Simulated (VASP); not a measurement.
# LiMg6V (Amm2) in VASP: reference runs

Reference runs on LiMg6V: the cell as given and a disturbed copy.

Program: VASP 6.6.1. These are calculated values, not measurements. Logs are shortened: lines on timing, memory, paths and dates and some standing lists are left out, and cuts for length are marked.

### Step 1. The crystal as given

It takes space group Amm2 (No. 38, orthorhombic). The conventional cell has a = 5.032 Å, b = 6.349 Å, c = 10.734 Å, α = 90.00°, β = 90.00°, γ = 90.00°. V (site symmetry mm2) is surrounded by 10 Mg at 3.05 to 3.12 Å and 2 Li at 3.17 Å. Mg (site symmetry mm2) is surrounded by 2 Li at 3.08 Å and 10 Mg at 3.09 to 3.17 Å. Mg (site symmetry mm2) is surrounded by 10 Mg at 3.00 to 3.23 Å and 2 V at 3.05 Å. Mg (site symmetry m) has 8 Mg at 3.00 to 3.26 Å and 2 V at 3.07 Å and 2 Li at 3.11 Å as nearest neighbours. Around Mg (site symmetry m) lie 2 Li at 3.10 to 3.13 Å and 8 Mg at 3.11 to 3.19 Å and 2 V at 3.12 Å. Li (site symmetry mm2) is surrounded by 10 Mg at 3.08 to 3.13 Å and 2 V at 3.17 Å.

The cell comes from a database or a generator and needn't be the stable form of this composition.

### Step 2. Single point, PBE, collinear spin, ferromagnetic start

Input file INCAR:

```
SYSTEM = LiMg6V
ALGO     = Normal         ! electronic algorithm
EDIFF    = 1E-7           ! SCF threshold, eV
ENCUT    = 520            ! plane-wave cutoff, eV
GGA      = PE             ! functional
ISIF     = 2              ! what is computed and relaxed
ISMEAR   = -1             ! smearing method
ISPIN    = 2              ! spin polarisation
LASPH    = .TRUE.         ! aspherical terms in the spheres
LCHARG   = .TRUE.         ! write CHGCAR
LELF     = .TRUE.         ! ELF
LMAXMIX  = 4              ! l up to which the mixer works
LORBIT   = 11             ! projections on sites
LREAL    = .FALSE.        ! projectors in reciprocal space
LVHAR    = .TRUE.       
LWAVE    = .FALSE.        ! write WAVECAR
MAGMOM   = 2 0 0 0 0 0 0 0 ! initial moments
NBANDS   = 28             ! bands
NELM     = 150            ! most SCF steps
PREC     = Accurate       ! precision mode
SIGMA    = 0.05           ! smearing width, eV
```

Input file KPOINTS:

```
k-points
0
G
  5 5 5
  0 0 0
```

Input file POSCAR:

```
LiMg6V
1.0
    5.0322350000      0.0000000000      0.0000000000
    0.0000000000      3.1743710000      5.3670330000
    0.0000000000     -3.1743710000      5.3670330000
V Mg Li
1 6 1
Direct
    0.0000000000      0.8335670000      0.8335670000
    0.5000000000      0.1682960000      0.1682960000
    0.5000000000      0.6726050000      0.6726050000
    0.5000000000      0.6689520000      0.1561740000
    0.5000000000      0.1561740000      0.6689520000
    0.0000000000      0.8317160000      0.3345440000
    0.0000000000      0.3345440000      0.8317160000
    0.0000000000      0.3341500000      0.3341500000
```

Potentials or basis: VASP PAW PBE potentials, release 64 (V_sv, Mg, Li_sv).

The run is started by

```
$ cat potpaw_PBE.64/V_sv/POTCAR potpaw_PBE.64/Mg/POTCAR potpaw_PBE.64/Li_sv/POTCAR > POTCAR
$ mpirun -np 1 vasp_std > vasp.out
```

OUTCAR:

```text
SYSTEM = LiMg6V
   EDIFF = 1E-7
   ENCUT = 520
   GGA = PE
   ISIF = 2
   ISMEAR = -1
   ISPIN = 2
   LASPH = .TRUE.
   LORBIT = 11
   LREAL = .FALSE.
   NELM = 150
   PREC = Accurate

 ion  position               nearest neighbor table
   1  0.000  0.834  0.834-   3 3.05   3 3.05   5 3.07   4 3.07   4 3.07   5 3.07   7 3.12   6 3.12
                             7 3.12   6 3.12
   2  0.500  0.168  0.168-   8 3.08   8 3.08   4 3.09   5 3.09   6 3.12   6 3.12   7 3.12   7 3.12
                             4 3.15   5 3.15   3 3.17   3 3.17
   3  0.500  0.673  0.673-   4 3.00   5 3.00   1 3.05   1 3.05   7 3.12   6 3.12   6 3.12   7 3.12
                             2 3.17   2 3.17   5 3.23   4 3.23
   4  0.500  0.669  0.156-   3 3.00   1 3.07   1 3.07   2 3.09   5 3.09   6 3.11   6 3.11   8 3.11
                             8 3.11   2 3.15   3 3.23   5 3.26
   5  0.500  0.156  0.669-   3 3.00   1 3.07   1 3.07   2 3.09   4 3.09   7 3.11   7 3.11   8 3.11
                             8 3.11   2 3.15   3 3.23   4 3.26
   6  0.000  0.832  0.335-   8 3.10   4 3.11   4 3.11   2 3.12   2 3.12   1 3.12   1 3.12   3 3.12
                             3 3.12   7 3.16   7 3.19
   7  0.000  0.335  0.832-   8 3.10   5 3.11   5 3.11   2 3.12   2 3.12   1 3.12   1 3.12   3 3.12
                             3 3.12   6 3.16   6 3.19
   8  0.000  0.334  0.334-   2 3.08   2 3.08   7 3.10   6 3.10   5 3.11   4 3.11   4 3.11   5 3.11

  LATTYP: Found a base centered orthorhombic cell.
 ALAT       =     6.3487420000
 B/A-ratio  =     1.6907390472
 C/A-ratio  =     0.7926349819

  Lattice vectors:

 A1 = (   0.0000000000,   3.1743710000,  -5.3670330000)
 A2 = (   0.0000000000,   3.1743710000,   5.3670330000)
 A3 = (   5.0322350000,   0.0000000000,   0.0000000000)

Analysis of symmetry for initial positions (statically):
=====================================================================
 Subroutine PRICEL returns:
 Original cell was already a primitive cell.

 Routine SETGRP: Setting up the symmetry group for a
 base centered orthorhombic supercell.

 Subroutine GETGRP returns: Found  4 space group operations
 (whereof  4 operations were pure point group operations)
 out of a pool of  8 trial point group operations.

The static configuration has the point symmetry C_2v.

Analysis of symmetry for dynamics (positions and initial velocities):
=====================================================================
 Subroutine PRICEL returns:
 Original cell was already a primitive cell.

 Routine SETGRP: Setting up the symmetry group for a
 base centered orthorhombic supercell.

 Subroutine GETGRP returns: Found  4 space group operations
 (whereof  4 operations were pure point group operations)
 out of a pool of  8 trial point group operations.

The dynamic configuration has the point symmetry C_2v.

Analysis of structural, dynamic, and magnetic symmetry:
=====================================================================
 Subroutine PRICEL returns:
 Original cell was already a primitive cell.

 Routine SETGRP: Setting up the symmetry group for a
 base centered orthorhombic supercell.

 Subroutine GETGRP returns: Found  4 space group operations
 (whereof  4 operations were pure point group operations)
 out of a pool of  8 trial point group operations.

The overall configuration has the point symmetry C_2v.

 Subroutine INISYM returns: Found  4 space group operations
 (whereof  4 operations are pure point group operations),
 and found     1 'primitive' translations

----------------------------------------------------------------------------------------

                                     Primitive cell

  volume of cell :     171.4679

  direct lattice vectors                    reciprocal lattice vectors
     5.032235000  0.000000000  0.000000000     0.198718860  0.000000000  0.000000000
     0.000000000  3.174371000  5.367033000     0.000000000  0.157511520  0.093161343
     0.000000000 -3.174371000  5.367033000     0.000000000 -0.157511520  0.093161343

  length of vectors
     5.032235000  6.235517177  6.235517177     0.198718860  0.182999767  0.182999767

  position of ions in fractional coordinates (direct lattice)
     0.000000000  0.833567000  0.833567000
     0.500000000  0.168296000  0.168296000
     0.500000000  0.672605000  0.672605000
     0.500000000  0.668952000  0.156174000
     0.500000000  0.156174000  0.668952000
     0.000000000  0.831716000  0.334544000
     0.000000000  0.334544000  0.831716000
     0.000000000  0.334150000  0.334150000

  ion indices of the primitive-cell ions
   primitive index   ion index
                 1           1
                 2           2
                 3           3
                 4           4
                 5           5
                 6           6
                 7           7
                 8           8

----------------------------------------------------------------------------------------

 KPOINTS: k-points
[... 25 lines left out ...]
  0.000000  0.000000  0.000000      1.000000
  0.200000  0.000000  0.000000      2.000000
  0.400000  0.000000  0.000000      2.000000
  0.000000  0.200000  0.000000      4.000000
  0.200000  0.200000  0.000000      8.000000
  0.400000  0.200000  0.000000      8.000000
[... 16 lines left out ...]
  0.200000  0.400000  0.400000      4.000000
  0.400000  0.400000  0.400000      4.000000
 [... further k-points ...]
   k-points           NKPTS =     27   k-points in BZ     NKDIM =     27   number of bands    NBANDS=     28
   number of dos      NEDOS =    301   number of ions     NIONS =      8
   total plane-waves  NPLWV =  92160
   dimension x,y,z NGX =    40 NGY =   48 NGZ =   48
   dimension x,y,z NGXF=    80 NGYF=   96 NGZF=   96
   ions per type =               1   6   1
   NGX,Y,Z   is equivalent  to a cutoff of  13.21, 12.80, 12.80 a.u.
   NGXF,Y,Z  is equivalent  to a cutoff of  26.43, 25.59, 25.59 a.u.
 SYSTEM =  LiMg6V
   PREC   = accura    normal or accurate (medium, high low for compatibility)
   ISTART =      0    job   : 0-new  1-cont  2-samecut
   ICHARG =      2    charge: 1-file 2-atom 10-const
   ISPIN  =      2    spin polarized calculation?
   LNONCOLLINEAR =      F non collinear calculations
   LSORBIT =      F    spin-orbit coupling
   LASPH  =      T    aspherical Exc in radial PAW
   ENCUT  =  520.0 eV  38.22 Ry    6.18 a.u.   9.36 11.59 11.59*2*pi/ulx,y,z
   NELM   =    150;   NELMIN=  2; NELMDL= -5     # of ELM steps
   EDIFF  = 0.1E-06   stopping-criterion for ELM
   LREAL  =      F    real-space projection
   EDIFFG = 0.1E-05   stopping-criterion for IOM
   NSW    =      0    number of steps for IOM
   IBRION =     -1    ionic relax: 0-MD 1-quasi-New 2-CG
   NFREE  =      0    steps in history (QN), initial steepest desc. (CG)
   ISIF   =      2    stress and relaxation
   ISYM   =      2    0-nonsym 1-usesym 2-fastsym
   POTIM  = 0.5000    time-step for ionic-motion
   TEBEG  =    0.0;   TEEND  =   0.0 temperature during run
   PSTRESS=    0.0 pullay stress
   NELECT =      28.0000    total number of electrons
   NUPDOWN=      -1.0000    fix difference up-down
   EMIN   =  10.00;   EMAX   =-10.00  energy-range for DOS
   EFERMI =   0.00;   METHOD = LEGACY
   ISMEAR =    -1;   SIGMA  =   0.05  broadening in eV -4-tet -1-fermi 0-gaus
   EFERMI_NEDOS =   21; number of points for ismear=-14 and -15
   IALGO  =     38    algorithm
   IMIX   =      4    mixing-type and parameters
     AMIX     =   0.40;   BMIX     =  1.00
     AMIX_MAG =   1.60;   BMIX_MAG =  1.00
  volume/ion in A,a.u.               =      21.43       144.64
  Fermi-wavevector in a.u.,A,eV,Ry     =   0.894815  1.690955 10.894100  0.800694
  Thomas-Fermi vector in A             =   2.017068
   LORBIT       =     11    0 simple, 1 ext, 2 COOP (PROOUT), +10 PAW based schemes
   GGA     = PE    functional components
   LHFCALC =     F    Hartree Fock is set to
   AEXX    =    0.0000 exact exchange contribution
   IVDW    =     0    specifies the selected vdW correction
   LEPSILON=     F    determine dielectric tensor
   LRPA    =     F    only Hartree local field effects (RPA)
 spin polarized calculation
  energy-cutoff  :      520.00
  volume of cell :      171.47
 maximum number of plane-waves:      4640
 NGX is ok and might be reduce to    40
   NGX = 19   NGY = 23   NGZ = 23

 number of electron      27.9999996 magnetization       3.3667997

 Free energy of the ion-electron system (eV)
  ---------------------------------------------------
  ext. energy  EPLUGINS =         0.00000000
  ---------------------------------------------------
  free energy    TOTEN  =       -18.70841530 eV

  energy without entropy =      -18.67552775  energy(sigma->0) =      -18.69197152

 E-fermi :   2.8352     XC(G=0):  -8.7030

 val. band max:        2.8017228647   @ k =   0.2000   0.0000   0.0000
 cond. band min:       2.8475902057   @ k =   0.0000  -0.2000   0.2000
 fundamental gap:      0.0458673411
 Fermi energy:         2.8351571426

 spin component 1

 k-point     1 :       0.0000    0.0000    0.0000
  band No.  band energies     occupation
      1     -61.9279      1.00000
      2     -43.2561      1.00000
      3     -35.8280      1.00000
      4     -35.8196      1.00000
      5     -35.7521      1.00000
      6      -3.7954      1.00000
[... 685 lines left out ...]
     25       7.6328      0.00000
     26       7.9970      0.00000

 [... further k-points ...]

 spin component 2

 k-point     1 :       0.0000    0.0000    0.0000
  band No.  band energies     occupation
      1     -59.3161      1.00000
      2     -43.2598      1.00000
      3     -33.2584      1.00000
      4     -33.2022      1.00000
      5     -33.1513      1.00000
      6      -3.6657      1.00000
[... 685 lines left out ...]
     25       7.7583      0.00000
     26       8.2711      0.00000

 [... further k-points ...]

 [bands above 26 left out]

------------------------ aborting loop because EDIFF is reached ----------------------------------------

  FORCE on cell =-STRESS in cart. coord.  units (eV):
  Direction    XX          YY          ZZ          XY          YZ          ZX
  --------------------------------------------------------------------------------------
  -------------------------------------------------------------------------------------
  Total       -0.0981077     -0.6869380     -0.0976712      0.0000000      0.0000000      0.0000000
  in kB       -0.9167074     -6.4186730     -0.9126293      0.0000000      0.0000000      0.0000000
  external PRESSURE =      -2.7493366 kB  Pullay stress =       0.0000000 kB

 VOLUME and BASIS-vectors are now :
 -----------------------------------------------------------------------------
  energy-cutoff  :      520.00
  volume of cell :      171.47
      direct lattice vectors                 reciprocal lattice vectors
     5.032235000  0.000000000  0.000000000     0.198718860  0.000000000  0.000000000
     0.000000000  3.174371000  5.367033000     0.000000000  0.157511520  0.093161343
     0.000000000 -3.174371000  5.367033000     0.000000000 -0.157511520  0.093161343

 POSITION                                       TOTAL-FORCE (eV/Angst)
 -----------------------------------------------------------------------------------
      0.00000      0.00000      8.94756         0.000000      0.000000      0.046946
      2.51612      0.00000      1.80650         0.000000      0.000000     -0.007900
      2.51612      0.00000      7.21979         0.000000      0.000000     -0.041339
      2.51612      1.62775      4.42848         0.000000     -0.008016     -0.015226
      2.51612     -1.62775      4.42848         0.000000      0.008016     -0.015226
      0.00000      1.57821      6.25936         0.000000     -0.027419     -0.001455
      0.00000     -1.57821      6.25936         0.000000      0.027419     -0.001455
      0.00000      0.00000      3.58679         0.000000      0.000000      0.035654
 -----------------------------------------------------------------------------------
    total drift:                               -0.000000      0.000000      0.000512

  FREE ENERGIE OF THE ION-ELECTRON SYSTEM (eV)
  ---------------------------------------------------
  free  energy   TOTEN  =       -18.7084152968 eV

  energy  without entropy=      -18.6755277522  energy(sigma->0) =      -18.69197152

 total charge

# of ion       s       p       d       tot
------------------------------------------
    1        2.224   6.079   3.009  11.312
    2        0.221   0.124   0.011   0.356
    3        0.213   0.138   0.014   0.365
    4        0.215   0.133   0.012   0.360
    5        0.215   0.133   0.012   0.360
    6        0.212   0.133   0.011   0.356
    7        0.212   0.133   0.011   0.356
    8        2.027   0.054   0.000   2.081
--------------------------------------------------
tot          5.539   6.925   3.082  15.546

 magnetization (x)

# of ion       s       p       d       tot
------------------------------------------
    1        0.044   0.035   2.637   2.716
    2        0.010  -0.012  -0.000  -0.003
    3       -0.006   0.005   0.002   0.001
    4       -0.006   0.003   0.002  -0.000
    5       -0.006   0.003   0.002  -0.000
    6       -0.009  -0.000   0.002  -0.008
    7       -0.009  -0.000   0.002  -0.008
    8       -0.001   0.001   0.000  -0.000
--------------------------------------------------
tot          0.018   0.034   2.646   2.698
```

Wall time 3.7 min (1 thread of AMD EPYC 9R45 (Zen 5), shared host); peak memory 0.44 GiB.

What came out:

* Free energy: -18.7084 eV
* Largest force: 0.047 eV/Å
* Band gap on the k mesh: none (metal or under the smearing width)
* Net moment: 3.37 μB per cell
* Site moments: V +2.72; Mg -0.00, +0.00, -0.01; Li -0.00 μB
* Valence electrons inside the program's atomic spheres: V 11.31; Mg 0.36; Li 2.08

Forces in eV/Å, atoms in the order of the input:
```
V    0.000  0.000  0.047
Mg   0.000  0.000 -0.008
Mg   0.000  0.000 -0.041
Mg   0.000 -0.008 -0.015
Mg   0.000  0.008 -0.015
Mg   0.000 -0.027 -0.001
Mg   0.000  0.027 -0.001
Li   0.000  0.000  0.036
```

Caveat: the cutoff is under 1.25 times the usual one of these potentials, so pressure, stress and relaxed cells hold a basis-set (Pulay) error.

### Step 3. Single point, PBE, collinear spin, ferromagnetic start (atoms moved at random, drawn with an rms of 0.05 Å)

Input file INCAR:

```
SYSTEM = LiMg6V
PREC = Accurate ; ENCUT = 520
EDIFF = 1E-7 ; ISMEAR = -1
SIGMA = 0.05 ; LREAL = .FALSE.
LASPH = .TRUE. ; NELM = 100
ALGO = Normal ; ISIF = 2
LWAVE = .FALSE. ; LCHARG = .TRUE.
ISPIN = 2 ; MAGMOM = 2 0 0 0 0 0 0 0
LORBIT = 11 ; LMAXMIX = 4
GGA = PE ; LELF = .TRUE.
LVHAR = .TRUE. ; NBANDS = 28
```

Input file KPOINTS:

```
regular mesh
0
G
  5 5 5
  0 0 0
```

Input file POSCAR:

```
LiMg6V
1.0
    5.0322350000      0.0000000000      0.0000000000
    0.0000000000      3.1743710000      5.3670330000
    0.0000000000     -3.1743710000      5.3670330000
V Mg Li
1 6 1
Direct
    0.0008370000      0.8382110000      0.8290500000
    0.5148980000      0.1613090000      0.1795060000
    0.4957520000      0.6829520000      0.6627480000
    0.5029930000      0.6716540000      0.1591250000
    0.5073210000      0.1545920000      0.6644850000
    0.0031440000      0.8334930000      0.3366910000
   -0.0001580000      0.3365440000      0.8370220000
   -0.0026770000      0.3395020000      0.3276820000
```

Potentials or basis: VASP PAW PBE potentials, release 64 (V_sv, Mg, Li_sv).

The run is started by

```
$ cat potpaw_PBE.64/V_sv/POTCAR potpaw_PBE.64/Mg/POTCAR potpaw_PBE.64/Li_sv/POTCAR > POTCAR
$ mpirun -np 1 vasp_std > vasp.out
```

Run time: 7.7 min. Hardware: 1 thread of AMD EPYC 9R45 (Zen 5), shared host; peak memory 0.64 GiB.

It converged, with:

- Free energy: -18.6654 eV
- Largest force: 0.361 eV/Å
- Band gap on the k mesh: none (metal or under the smearing width)
- Net moment: 3.37 μB per cell
- Site moments: V +2.72; Mg -0.00, +0.00, -0.01; Li -0.00 μB
- Valence electrons inside the program's atomic spheres: V 11.31; Mg 0.36, 0.37, 0.35; Li 2.08

Forces in eV/Å, atoms in the order of the input:
```
V    0.006 -0.033  0.096
Mg  -0.199  0.291 -0.081
Mg   0.085 -0.340 -0.042
Mg  -0.032  0.054 -0.177
Mg  -0.106  0.000  0.261
Mg   0.028 -0.009 -0.073
Mg   0.102  0.083 -0.084
Li   0.115 -0.045  0.101
```

Levels at points of the mesh, in eV from the Fermi level:
Spin up:
```
           k point  band 14  band 15  band 16  band 17  band 18  band 19
(0.00, 0.00, 0.00)    -0.85    -0.69    -0.63     0.14     0.31     1.30
```
Spin down:
```
           k point  band 9  band 10  band 11  band 12  band 13  band 14  band 15  band 16  band 17  band 18
(0.00, 0.00, 0.00)   -1.84    -1.50    -1.35    -1.26    -1.08    -0.16     1.23     1.38     1.97     2.11
```

Caveat: the cutoff is under 1.25 times the usual one of these potentials, so pressure, stress and relaxed cells hold a basis-set (Pulay) error.
